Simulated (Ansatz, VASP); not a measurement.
# Cu: VASP beside Ansatz, part 2 of 2

One calculation is typed for both programs; each brings its own data sets. How far apart do they land? Of the first pair: The structure shown is frame 250 of Ansatz's trajectory.

VASP 6.6.1 and Ansatz 0.2.0.

So far: The structure; Ansatz: dynamics, PBE with D3(BJ); VASP: single point, PBE with D3(BJ), pair 1.

**4. Differences**

Known differences besides the potentials themselves: the data sets hold 912 valence electrons in Ansatz (on its default PAW (the set named soft_2) files) and 528 in VASP; the cutoff is 420 eV in Ansatz and 520 eV in VASP (PREC = Accurate, projectors in real space). Total energies have different zeros and are not compared.

Forces on 7 of the 48 atoms, those with the largest forces and the largest differences (eV/Å; atoms numbered as in POSCAR):

```csv
atom,"Ansatz x, y, z","VASP x, y, z"
Cu5,"0.309, -1.235, -1.604","0.312, -1.245, -1.613"
Cu7,"2.082, 0.241, -1.201","2.086, 0.241, -1.211"
Cu11,"-2.380, -0.121, -0.427","-2.400, -0.126, -0.430"
Cu20,"-2.776, 0.393, 0.211","-2.795, 0.393, 0.209"
Cu21,"-1.529, -0.446, 2.260","-1.543, -0.449, 2.276"
Cu31,"-1.979, -0.128, 0.902","-1.992, -0.134, 0.908"
Cu32,"1.804, 0.077, 1.297","1.817, 0.080, 1.307"
```

The forces differ by 6.2 meV/Å r.m.s., which is 0.7 % of the r.m.s. force of 0.848 eV/Å (both taken over all components).

**5. Ansatz: dynamics, PBE with D3(BJ)**

One frame of this run of dynamics is then solved in both programs, so the motion causes no difference. The cell compared in this pair holds 587.97 Å³, against 612.94 Å³ for the pair before.

The structure compared here is frame 500 of Ansatz's trajectory.

The input, input.yaml:

```yaml
crystal:
  lattice:
    - [8.5873, 0.0, 0.0]
    - [0.0, 8.5873, 0.0]
    - [0.0, 0.0, 8.5873]
  atoms:
    - { symbol: Cu, position: [0.24157, 0.29336, 0.77881] }
    - { symbol: Cu, position: [0.19379, 0.52216, 0.93959] }
    - { symbol: Cu, position: [0.2156, 0.00881, 0.55635] }
    - { symbol: Cu, position: [0.93713, 0.72263, 0.92035] }
    - { symbol: Cu, position: [0.71632, 0.51252, 0.99487] }
    - { symbol: Cu, position: [0.22129, 0.01366, 0.90745] }
    - { symbol: Cu, position: [0.70268, 0.5447, 0.55337] }
    - { symbol: Cu, position: [0.97781, 0.26777, 0.84791] }
    - { symbol: Cu, position: [0.96729, 0.98406, 0.44906] }
    - { symbol: Cu, position: [0.93792, 0.04159, 0.06831] }
    - { symbol: Cu, position: [0.75733, 0.09075, 0.56943] }
    - { symbol: Cu, position: [0.18915, 0.56446, 0.26237] }
    - { symbol: Cu, position: [0.46275, 0.05773, 0.42597] }
    - { symbol: Cu, position: [0.95138, 0.52664, 0.41391] }
    - { symbol: Cu, position: [0.71645, 0.32044, 0.39238] }
    - { symbol: Cu, position: [0.39476, 0.7843, 0.55384] }
    - { symbol: Cu, position: [0.67406, 0.82183, 0.42818] }
    - { symbol: Cu, position: [0.44083, 0.01949, 0.08364] }
    - { symbol: Cu, position: [0.16852, 0.75921, 0.77959] }
    - { symbol: Cu, position: [0.43967, 0.76788, 0.90089] }
    - { symbol: Cu, position: [0.46748, 0.53152, 0.78847] }
    - { symbol: Cu, position: [0.70626, 0.24763, 0.09043] }
    - { symbol: Cu, position: [0.7109, 0.98581, 0.23226] }
    - { symbol: Cu, position: [0.66318, 0.02572, 0.88817] }
    - { symbol: Cu, position: [0.45627, 0.26764, 0.93462] }
    - { symbol: Cu, position: [0.42944, 0.791, 0.25902] }
    - { symbol: Cu, position: [0.96756, 0.24707, 0.28739] }
    - { symbol: Cu, position: [0.23502, 0.2365, 0.09224] }
    - { symbol: Cu, position: [0.23135, 0.01227, 0.25496] }
    - { symbol: Cu, position: [0.46776, 0.06941, 0.72237] }
    - { symbol: Cu, position: [0.19532, 0.50952, 0.57873] }
    - { symbol: Cu, position: [0.97611, 0.99426, 0.73014] }
    - { symbol: Cu, position: [0.43566, 0.53199, 0.40742] }
    - { symbol: Cu, position: [0.70313, 0.32024, 0.80743] }
    - { symbol: Cu, position: [0.92185, 0.76304, 0.24262] }
    - { symbol: Cu, position: [0.47532, 0.28142, 0.2766] }
    - { symbol: Cu, position: [0.44578, 0.53203, 0.08514] }
    - { symbol: Cu, position: [0.66871, 0.7885, 0.04653] }
    - { symbol: Cu, position: [0.17767, 0.77526, 0.0801] }
    - { symbol: Cu, position: [0.23474, 0.28925, 0.37484] }
    - { symbol: Cu, position: [0.63742, 0.81491, 0.70329] }
    - { symbol: Cu, position: [0.15395, 0.78565, 0.39283] }
    - { symbol: Cu, position: [0.67544, 0.59769, 0.25889] }
    - { symbol: Cu, position: [0.96333, 0.48812, 0.09246] }
    - { symbol: Cu, position: [0.04211, 0.22186, 0.57907] }
    - { symbol: Cu, position: [0.89015, 0.73988, 0.59759] }
    - { symbol: Cu, position: [0.49846, 0.27354, 0.5719] }
    - { symbol: Cu, position: [0.93398, 0.49564, 0.70514] }
kpoints:
  mp_grid: { grid: [1, 1, 1] }
hamiltonian:
  xc: pbe
  dispersion: d3bj
scf:
  occupations: { method: fermi_dirac, width: 0.123 }
output:
  forces: true
  stress: true
md:
  timestep: 4.0
  n_steps: 750
  ensemble: npt_langevin
  temperature: 1423
  initial_velocities: maxwell_boltzmann
  seed: 7
  pressure: 0
```

On the command line:

```bash
ansatz run input.yaml --threads 4 --pin off --max-ram 15360MiB --backend cpu --events-out ev --progress --plain --runs-dir out
```

Numbers of over 12 decimals in the logs are rounded to 6 here.

What it wrote:

```text
[...]
Crystal: 48 atoms, lattice volume = 633.242 Å³
Basis set: ecut = 420 eV (smoothed over ±4.6 %; plane waves to 443.8 eV, density to 1775.3 eV), 13397 PW (Γ), exchange–correlation on 120×120×120 points (8 copies of the dense FFT grid, shifted against one another)
[...]
atom  47  Cu    -1.98985130     0.19505131     0.68815991
  atom  48  Cu     0.31389908    -0.31220996    -0.39252926
  max |Σ_I F_I| component: 1.24e-6 eV/Å
--- Stress (GPa, compression-positive) ---
       -2.173804       0.407161      -2.568777
        0.407161      -3.557148      -1.398511
       -2.568777      -1.398511      -6.319722
  P = ⅓ Tr σ = -4.0169 GPa (-40.169 kbar)
--- MD trajectory: 750 steps, t = 0.0 → 3000.0 fs ---
[...]
[key lines of the parts left out:]
SCF converged after 6 iterations
Free energy (F): -318027.139210 eV
Fermi energy:    14.971033 eV
```

**6. VASP: single point, PBE with D3(BJ), pair 2**

The same cell, functional, mesh and smearing now go to VASP, with its own data sets.

The input, INCAR:

```
SYSTEM = Cu
PREC = Accurate
ENCUT = 520
EDIFF = 1E-06
NELM = 120
ISMEAR = -1
SIGMA = 0.123
LREAL = Auto
ALGO = Normal
GGA = PE
IVDW = 12
NBANDS = 312
LASPH = .TRUE.
LORBIT = 11
LWAVE = .FALSE.
LCHARG = .FALSE.
ISIF = 2
GGA_COMPAT = .FALSE.
NCORE = 2
```

The input, POSCAR:

```
Cu
1.0
    8.3775780000      0.0000000000      0.0000000000
    0.0000000000      8.3775780000      0.0000000000
    0.0000000000      0.0000000000      8.3775780000
Cu
48
Direct
    0.2474104091      0.3157356458      0.7023270926
    0.2207678639      0.5946109962      0.8636744415
    0.1942804949      0.0379107183      0.5418988638
    0.9551209192      0.7387337963      0.8801231096
    0.7038549805      0.5397622081      0.9298749591
    0.2393293145      0.0166157808      0.8669331399
    0.6771050058      0.5277062177      0.5251398435
    0.0071407273      0.2150621576      0.8576703195
    0.9193349199      0.9767978287      0.4084235324
    0.9487825718      0.9844943252      0.0424705088
    0.6863200796      0.0473406514      0.5323376279
    0.1840030615      0.5222989270      0.2052860624
    0.4429919960      0.0289701868      0.3626585154
    0.9691106427      0.4527561546      0.4114554350
    0.7593364096      0.2778010542      0.3490388272
    0.4835765182      0.7829470522      0.5080107878
    0.7204588247      0.7773129656      0.3489910807
    0.4745404937      0.9861415793      0.0536193157
    0.2526744603      0.7849882150      0.6500685520
    0.4571727055      0.7708194421      0.8561782415
    0.4642988702      0.5246862518      0.7109214620
    0.7793421917      0.2702690443      0.0500741384
    0.7395335502      0.0273971785      0.1996639124
    0.6900920529      0.0655201300      0.8603918698
    0.4511566469      0.2410362518      0.8607141587
    0.4559671065      0.7285518559      0.1914992615
    0.0029987187      0.2207439907      0.2151815238
    0.2138088120      0.3117846232      0.0307606805
    0.2260319152      0.0349265623      0.1742389029
    0.4362836132      0.0429599104      0.6530885179
    0.2146324391      0.5329463957      0.5343191075
    0.9243244289      0.9491764804      0.7148963579
    0.4334904432      0.4591780584      0.3386062177
    0.7166152318      0.3134557506      0.7497513004
    0.9726796933      0.7150157241      0.2222360687
    0.4551196062      0.2417405126      0.1611563629
    0.4428248833      0.4863219417      0.0275974751
    0.7321925263      0.7882349767      0.0561379434
    0.2267003661      0.7723831399      0.0656036864
    0.2170675104      0.2801883790      0.3748219354
    0.7119002652      0.7672623281      0.7263913269
    0.2116840929      0.7900374070      0.3428198460
    0.6692865169      0.5345339667      0.2170078273
    0.9644911692      0.4889599357      0.0350936750
    0.9462255081      0.2528893196      0.5833428229
    0.9696000443      0.7051560726      0.5661779574
    0.4796374322      0.2907761647      0.5349756218
    0.9603730338      0.4929348315      0.7275372429
```

The input, KPOINTS:

```
Automatic mesh
0
Gamma
1 1 1
0 0 0
```

The projector-augmented-wave data sets are Cu (PBE family, release 64).

On the command line:

```bash
mpirun -np 8 vasp_gam
```

What it wrote:

```text
[... set-up lines as in an earlier step ...]
 entering main loop
       N       E                     dE             d eps       ncg     rms          rms(c)
DAV:   1     0.717863430807E+04    0.71786E+04   -0.22497E+05   624   0.349E+03
DAV:   2     0.143875847467E+04   -0.57399E+04   -0.55698E+04   624   0.815E+02
DAV:   3    -0.227822162228E+02   -0.14615E+04   -0.13757E+04   624   0.345E+02
DAV:   4    -0.205502719653E+03   -0.18272E+03   -0.16726E+03   656   0.154E+02
[...]
DAV:  19    -0.173922557587E+03   -0.21451E-05   -0.48493E-05   704   0.490E-02    0.130E-02
DAV:  20    -0.173922555762E+03    0.18247E-05   -0.10002E-05   640   0.308E-02    0.487E-03
DAV:  21    -0.173922555907E+03   -0.14517E-06   -0.61266E-06   576   0.217E-02
   1 F= -.20087798E+03 E0= -.20027974E+03  d E =-.119648E+01
```

From OUTCAR (step 6):

```text
 Edisp (eV)  -26.95542

  Total      -1.86072    -2.81567   -16.23948     2.22222     1.04836     0.93939
  in kB      -5.07034    -7.67249   -44.25141     6.05539     2.85670     2.55978
  external pressure =      -19.00 kB  Pullay stress =        0.00 kB

 POSITION                                       TOTAL-FORCE (eV/Angst)
 -----------------------------------------------------------------------------------
      2.07270      2.64510      5.88380        -1.493084     -0.516679      0.097058
      1.84950      4.98140      7.23550        -0.727123     -1.356152     -0.541488
      1.62760      0.31760      4.53980        -1.782112      0.469780     -0.576996
      8.00160      6.18880      7.37330         0.915629     -0.657884      0.630465
      5.89660      4.52190      7.79010        -0.133302      0.019481     -0.986386
      2.00500      0.13920      7.26280        -0.631165     -0.025858      0.101011
      5.67250      4.42090      4.39940         0.795062      0.081168     -0.328956
      0.05982      1.80170      7.18520        -0.382522     -0.237669      0.193761
      7.70180      8.18320      3.42160         1.804229     -0.108570      0.083662
      7.94850      8.24768      0.35580         1.396294     -0.204465     -0.961800
      5.74970      0.39660      4.45970         0.130746      0.192155      0.375552
      1.54150      4.37560      1.71980         0.444867      0.362237      0.757079
      3.71120      0.24270      3.03820         0.198010     -0.139525     -0.207437
      8.11880      3.79300      3.44700        -0.208388      1.496829     -1.050007
[...]
-----------------------------------------------------------------------------------
    total drift:                                0.003412     -0.005649     -0.001492

  FREE ENERGIE OF THE ION-ELECTRON SYSTEM (eV)
  ---------------------------------------------------
  free  energy   TOTEN  =      -200.8779806387 eV

  energy  without entropy=     -199.6814982294  energy(sigma->0) =     -200.27973943

[... 1 part as in an earlier step ...]

[... 2 further parts left out ...]
[key lines of the parts left out:]
E-fermi :   6.6859
```

Dispersion corrections of this kind ignore metallic screening and tend to overbind metals.

**7. Comparison**

What differs besides the data sets and the points named for the pairs above, as far as they apply: the data sets hold 912 valence electrons in Ansatz (on its default PAW (the set named soft_2) files) and 528 in VASP. Total energies have different zeros and are not compared.

Forces on 8 of the 48 atoms, those with the largest forces and the largest differences (eV/Å; atoms numbered as in POSCAR):

| atom | Ansatz x, y, z | VASP x, y, z |
| --- | --- | --- |
| Cu3 | -1.775, 0.469, -0.571 | -1.782, 0.470, -0.577 |
| Cu9 | 1.796, -0.113, 0.090 | 1.804, -0.109, 0.084 |
| Cu14 | -0.212, 1.483, -1.040 | -0.208, 1.497, -1.050 |
| Cu23 | -1.881, 0.866, 0.724 | -1.883, 0.865, 0.728 |
| Cu32 | 0.707, 1.938, -0.745 | 0.711, 1.949, -0.748 |
| Cu39 | -1.200, 1.004, -1.043 | -1.208, 1.004, -1.058 |
| Cu45 | 0.225, -2.220, -0.077 | 0.216, -2.226, -0.078 |
| Cu46 | -0.036, 1.170, -1.144 | -0.046, 1.174, -1.153 |

The forces differ by 5.7 meV/Å r.m.s., which is 0.8 % of the r.m.s. force of 0.756 eV/Å (both taken over all components).

**8. Ansatz: dynamics, PBE with D3(BJ)**

One frame of this run of dynamics is then solved in both programs, so the motion causes no difference. The cell compared in this pair holds 605.73 Å³, against 587.97 Å³ for the pair before.

The structure compared here is frame 750 of Ansatz's trajectory.

input.yaml is that of step 5.

On the command line:

```bash
ansatz run input.yaml --threads 4 --pin off --max-ram 15360MiB --backend cpu --events-out ev --progress --plain --runs-dir out
```

What it wrote:

```text
[...]
Crystal: 48 atoms, lattice volume = 633.242 Å³
Basis set: ecut = 420 eV (smoothed over ±4.6 %; plane waves to 443.8 eV, density to 1775.3 eV), 13397 PW (Γ), exchange–correlation on 120×120×120 points (8 copies of the dense FFT grid, shifted against one another)
[...]
atom  47  Cu    -1.98985130     0.19505131     0.68815991
  atom  48  Cu     0.31389908    -0.31220996    -0.39252926
  max |Σ_I F_I| component: 1.24e-6 eV/Å
--- Stress (GPa, compression-positive) ---
       -2.173804       0.407161      -2.568777
        0.407161      -3.557148      -1.398511
       -2.568777      -1.398511      -6.319722
  P = ⅓ Tr σ = -4.0169 GPa (-40.169 kbar)
--- MD trajectory: 750 steps, t = 0.0 → 3000.0 fs ---
[...]
[key lines of the parts left out:]
SCF converged after 6 iterations
Free energy (F): -318027.139210 eV
Fermi energy:    14.971033 eV
```

**9. VASP: single point, PBE with D3(BJ), pair 3**

The same cell, functional, mesh and smearing now go to VASP, with its own data sets.

INCAR is that of step 6.

The input, POSCAR:

```
Cu
1.0
    8.4610740000      0.0000000000      0.0000000000
    0.0000000000      8.4610740000      0.0000000000
    0.0000000000      0.0000000000      8.4610740000
Cu
48
Direct
    0.2387994716      0.2753551145      0.6356285266
    0.2383385372      0.5959408936      0.7992247793
    0.1921387285      0.0953543250      0.4175356462
    0.9381669514      0.7363604195      0.7584498138
    0.6513948466      0.4981637083      0.8084789236
    0.2302071817      0.0354919482      0.8106535884
    0.7383578019      0.4964263402      0.4905878379
    0.0063025096      0.2145708689      0.8011394298
    0.9585898906      0.9923208330      0.2871384886
    0.9612136710      0.9969034664      0.9776387726
    0.7410052199      0.9712684229      0.4423788280
    0.2444015972      0.5750215635      0.1506428144
    0.4704603695      0.9566248918      0.2626971470
    0.9434736063      0.4723395635      0.2798462701
    0.7658956771      0.2422742077      0.3059422480
    0.4593743064      0.7166347913      0.4749869816
    0.7944736094      0.7028658537      0.2803190233
    0.4885313614      0.9754995642      0.9705592931
    0.2399458981      0.8239379540      0.6416561302
    0.4875385796      0.7471037365      0.8049096368
    0.4522593704      0.4934716326      0.6160210867
    0.7280281439      0.2048557902      0.9525237576
    0.7045441276      0.9824993848      0.1372875358
    0.7419980017      0.9667181731      0.8093062417
    0.4938380163      0.2486918327      0.7928898861
    0.5537713061      0.7435935438      0.1347228496
    0.9908316604      0.2220167322      0.1210839191
    0.2301244499      0.3180683682      0.9831581664
    0.2236240931      0.0787606869      0.1365784060
    0.4466927012      0.0217702859      0.6048050165
    0.1820572660      0.5559105144      0.4842411259
    0.9845676802      0.9807856544      0.6275089900
    0.4979627882      0.5052550066      0.2703557492
    0.7200858898      0.2302544571      0.6710377430
    0.0116564398      0.7719232807      0.1226794613
    0.5037067398      0.2491409483      0.1008737189
    0.4442225656      0.5059759553      0.9562585081
    0.7600689936      0.6982683286      0.9431396062
    0.2430542506      0.8195531678      0.0265332746
    0.2349110763      0.3380776483      0.2736886594
    0.6832938703      0.7553887367      0.6023939750
    0.1873284644      0.8153456642      0.3348038322
    0.7020739920      0.4630263250      0.0951297672
    0.0020477306      0.4903869178      0.9828863333
    0.9678291432      0.2572959414      0.4825392143
    0.9701841634      0.7520085512      0.4713231441
    0.5428507067      0.2320509193      0.4329474012
    0.9440054537      0.4697985149      0.6950063313
```

KPOINTS is that of step 6.

On the command line:

```bash
mpirun -np 8 vasp_gam
```

What it wrote:

```text
[... set-up lines as in an earlier step ...]
 entering main loop
       N       E                     dE             d eps       ncg     rms          rms(c)
DAV:   1     0.707402187476E+04    0.70740E+04   -0.22676E+05   624   0.347E+03
DAV:   2     0.141263764842E+04   -0.56614E+04   -0.54961E+04   624   0.802E+02
DAV:   3    -0.209498873485E+02   -0.14336E+04   -0.13452E+04   624   0.342E+02
DAV:   4    -0.201421554129E+03   -0.18047E+03   -0.16532E+03   688   0.151E+02
[...]
DAV:  20    -0.171785279762E+03    0.27964E-05   -0.79582E-06   640   0.297E-02    0.895E-03
DAV:  21    -0.171785278754E+03    0.10077E-05   -0.93187E-06   584   0.231E-02    0.206E-03
DAV:  22    -0.171785278490E+03    0.26397E-06   -0.12860E-06   336   0.892E-03
   1 F= -.19792754E+03 E0= -.19732536E+03  d E =-.120436E+01
```

From OUTCAR (step 9):

```text
 Edisp (eV)  -26.14226

  Total      -6.61049   -11.73391   -21.89356     1.53389    -5.33266    -9.75175
  in kB     -17.48508   -31.03680   -57.90959     4.05722   -14.10515   -25.79388
  external pressure =      -35.48 kB  Pullay stress =        0.00 kB

 POSITION                                       TOTAL-FORCE (eV/Angst)
 -----------------------------------------------------------------------------------
      2.02050      2.32980      5.37810         0.117319      0.621218     -0.065975
      2.01660      5.04230      6.76230        -1.468150     -0.644306      0.010643
      1.62570      0.80680      3.53280         0.843356     -0.516422      0.762037
      7.93790      6.23040      6.41730         1.630076      0.433384     -0.194832
      5.51150      4.21500      6.84060         2.298823     -0.976784     -1.854666
      1.94780      0.30030      6.85900         0.245102      0.639818      0.925493
      6.24730      4.20030      4.15090        -0.407399     -0.520571     -0.135823
      0.05333      1.81550      6.77850        -0.474942      0.393734      0.006963
      8.11070      8.39610      2.42950         0.423854      0.299949     -0.147898
      8.13290      8.43487      8.27187         0.351578     -0.694881     -0.677289
      6.26970      8.21797      3.74300        -1.280956      0.669499      0.460239
      2.06790      4.86530      1.27460        -0.494350      0.523545      0.135189
      3.98060      8.09407      2.22270        -1.746671      1.225592      1.880332
      7.98280      3.99650      2.36780         1.078694     -0.045233     -0.105552
[...]
-----------------------------------------------------------------------------------
    total drift:                                0.000062     -0.000290      0.001046

  FREE ENERGIE OF THE ION-ELECTRON SYSTEM (eV)
  ---------------------------------------------------
  free  energy   TOTEN  =      -197.9275429577 eV

  energy  without entropy=     -196.7231868890  energy(sigma->0) =     -197.32536492

[... 1 part as in an earlier step ...]

[... 2 further parts left out ...]
[key lines of the parts left out:]
E-fermi :   6.3816
```

The run ends at a pressure of -3.55 GPa, with forces up to 3.1 eV/Å.

**10. Comparison**

What differs besides the data sets and the points named for the pairs above, as far as they apply: the data sets hold 912 valence electrons in Ansatz (on its default PAW (the set named soft_2) files) and 528 in VASP. Total energies have different zeros and are not compared.

Forces on 7 of the 48 atoms, those with the largest forces and the largest differences (eV/Å; atoms numbered as in POSCAR):

| atom | Ansatz x, y, z | VASP x, y, z |
| --- | --- | --- |
| Cu5 | 2.292, -0.973, -1.842 | 2.299, -0.977, -1.855 |
| Cu13 | -1.739, 1.217, 1.863 | -1.747, 1.226, 1.880 |
| Cu16 | -1.134, 1.093, -1.582 | -1.138, 1.103, -1.596 |
| Cu25 | -2.147, -0.202, 0.652 | -2.160, -0.203, 0.652 |
| Cu34 | 1.773, -0.015, -1.656 | 1.779, -0.020, -1.674 |
| Cu35 | -1.619, -1.856, -0.052 | -1.630, -1.862, -0.053 |
| Cu39 | 2.068, 0.547, -1.438 | 2.071, 0.545, -1.452 |

The forces differ by 6.4 meV/Å r.m.s., which is 0.7 % of the r.m.s. force of 0.912 eV/Å (both taken over all components).

**11. What came out**

- r.m.s. force difference (single point, PBE with D3(BJ), pair 1): 0.73 % of the r.m.s. force
- r.m.s. force difference (single point, PBE with D3(BJ), pair 2): 0.75 % of the r.m.s. force
- r.m.s. force difference (single point, PBE with D3(BJ), pair 3): 0.71 % of the r.m.s. force

**Reading.** The r.m.s. force difference is 0.75 % of the r.m.s. force (single point, PBE with D3(BJ), pair 2), within the 3 % picked in this series as the mark of a large difference. The data sets hold unlike numbers of valence electrons (912 in Ansatz and 528 in VASP), so part of the differences comes from the potentials. How closely two codes agree says nothing of how well the functional describes the real material.

[Lines on the potential files, build, host, timing and source positions are cut from VASP's logs without a mark.]

[Logs are printed without paths, hosts, clocks, repeated set-up lines and the standing remarks that a program may print on its own settings, such as how far it seeks lower states.]

[Hosts, paths, dates, database ids (printed as entryN), source tags and the programs' standing remarks are cut or masked in the printed files.]
